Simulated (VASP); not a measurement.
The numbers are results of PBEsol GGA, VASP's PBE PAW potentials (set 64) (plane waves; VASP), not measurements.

VASP input:

POSCAR:
```
Ta
1
   -1.5961948626     1.5961948626     1.5961948626
    1.5961948626    -1.5961948626     1.5961948626
    1.5961948626     1.5961948626    -1.5961948626
Ta
1
Direct
  1.0000000000   1.0000000000   1.0000000000
```

**KPOINTS**
```
Automatic mesh
0
Gamma
16 16 16
0 0 0
```

**INCAR**
```
! general
SYSTEM =Ta
PREC   =Accurate
ENCUT  =500
LREAL  =.False.
LASPH  =.True.

! electronic loop
EDIFF  =1E-6
NELM   =100
ALGO   =Normal
LMAXMIX=6

! smearing
ISMEAR =1
SIGMA  =0.1

! functional
GGA    =PS

! ions
IBRION =2
NSW    =40
ISIF   =3
EDIFFG =-0.02
PSTRESS=200

! output
LWAVE  =.False.
LCHARG =.False.
```

POTCAR, in this order: Ta_pv (PBE.64 set). Program: vasp_std.

The run wrote:

File OSZICAR:
```
       N       E                     dE             d eps       ncg     rms          rms(c)
DAV:   1     0.447340567610E+02    0.44734E+02   -0.65918E+03  2610   0.115E+03
DAV:   2    -0.123040652367E+02   -0.57038E+02   -0.56189E+02  3356   0.248E+02
DAV:   3    -0.128968711771E+02   -0.59281E+00   -0.57547E+00  2941   0.254E+01
DAV:   4    -0.129004657002E+02   -0.35945E-02   -0.35906E-02  2986   0.167E+00
DAV:   5    -0.129004869851E+02   -0.21285E-04   -0.21285E-04  2899   0.111E-01    0.166E+01
DAV:   6    -0.125722525483E+02    0.32823E+00   -0.32519E-01  2715   0.706E+00    0.840E+00
DAV:   7    -0.124649061044E+02    0.10735E+00   -0.28667E-01  2741   0.631E+00    0.442E-01
DAV:   8    -0.124631323994E+02    0.17737E-02   -0.48771E-03  2802   0.951E-01    0.107E-01
DAV:   9    -0.124630922963E+02    0.40103E-04   -0.14079E-04  2749   0.157E-01    0.289E-02
DAV:  10    -0.124630913014E+02    0.99488E-06   -0.29456E-06  3204   0.240E-02
   1 F= -.10432432E+02 E0= -.10432312E+02  d E =-.104324E+02
```

### OUTCAR
```
------------------------ aborting loop because EDIFF is reached ----------------------------------------
  FORCE on cell =-STRESS in cart. coord.  units (eV):
  Direction    XX          YY          ZZ          XY          YZ          ZX
  --------------------------------------------------------------------------------------
  Total        2.0262508      2.0262508      2.0262508      0.0000000     -0.0000000      0.0000000
  in kB      199.5657790    199.5657790    199.5657790      0.0000000     -0.0000000      0.0000000
  external PRESSURE =      -0.4342210 kB  Pullay stress =     200.0000000 kB
  volume of cell :       16.27
      direct lattice vectors                 reciprocal lattice vectors
    -1.596194863  1.596194863  1.596194863     0.000000000  0.313244963  0.313244963
     1.596194863 -1.596194863  1.596194863     0.313244963  0.000000000  0.313244963
     1.596194863  1.596194863 -1.596194863     0.313244963  0.313244963  0.000000000
 POSITION                                       TOTAL-FORCE (eV/Angst)
 -----------------------------------------------------------------------------------
      0.00000      0.00000      0.00000         0.000000     -0.000000     -0.000000
 -----------------------------------------------------------------------------------
    total drift:                                0.000000     -0.000000      0.000000
  FREE ENERGIE OF THE ION-ELECTRON SYSTEM (eV)
  ---------------------------------------------------
  free  energy   TOTEN  =       -12.4630913014 eV

  energy  without entropy=      -12.4627331277  energy(sigma->0) =      -12.46297191
  enthalpy is  TOTEN    =       -10.4324316919 eV   P V=        2.0306596096

 reached required accuracy - stopping structural energy minimisation
```
(Selected blocks of OUTCAR.)

**OUTCAR**
```
 val. band max:        6.1528997685   @ k =   0.1250   0.0625   0.0000

 cond. band min:       6.1662070889   @ k =   0.3125   0.1250   0.0000


 Fermi energy:         6.1600448075

 k-point     1 :       0.0000    0.0000    0.0000
  band No.  band energies     occupation
      1     -26.4342      2.00000
      2     -26.4342      2.00000
      3     -26.4342      2.00000
      4      -2.1363      2.00000
      5       6.8811     -0.00000
      6       6.8811     -0.00000
      7       6.8811     -0.00000
      8      10.5257      0.00000
      9      10.5257      0.00000

 k-point     2 :       0.0625    0.0000    0.0000
  band No.  band energies     occupation
      1     -26.5039      2.00000
      2     -26.4549      2.00000
      3     -26.4347      2.00000
      4      -1.9363      2.00000
      5       6.7487     -0.00000
      6       6.8434     -0.00000
      7       7.0774     -0.00000
      8      10.3037      0.00000
      9      10.5241      0.00000

 k-point     3 :       0.1250    0.0000    0.0000
  band No.  band energies     occupation
      1     -26.6986      2.00000
      2     -26.5135      2.00000
      3     -26.4364      2.00000
      4      -1.3683      2.00000
      5       6.3937     -0.00466
      6       6.6759     -0.00000
      7       7.6587     -0.00000
      8       9.8979      0.00000
      9      10.5350      0.00000

 k-point     4 :       0.1875    0.0000    0.0000
  band No.  band energies     occupation
      1     -26.9803      2.00000
      2     -26.6000      2.00000
      3     -26.4388      2.00000
      4      -0.5340      2.00000
      5       5.9127      2.00260
      6       6.3304     -0.03675
      7       8.6010      0.00000
      8       9.7276      0.00000
      9      10.5944      0.00000

 k-point     5 :       0.2500    0.0000    0.0000
  band No.  band energies     occupation
      1     -27.2989      2.00000
      2     -26.7003      2.00000
      3     -26.4418      2.00000
...
```

Unless said otherwise, spin-orbit coupling is left out, though it shifts the bands of the heavy elements here.

The compound is Ta in the bcc structure. It was relaxed first under an external pressure of 20 GPa.
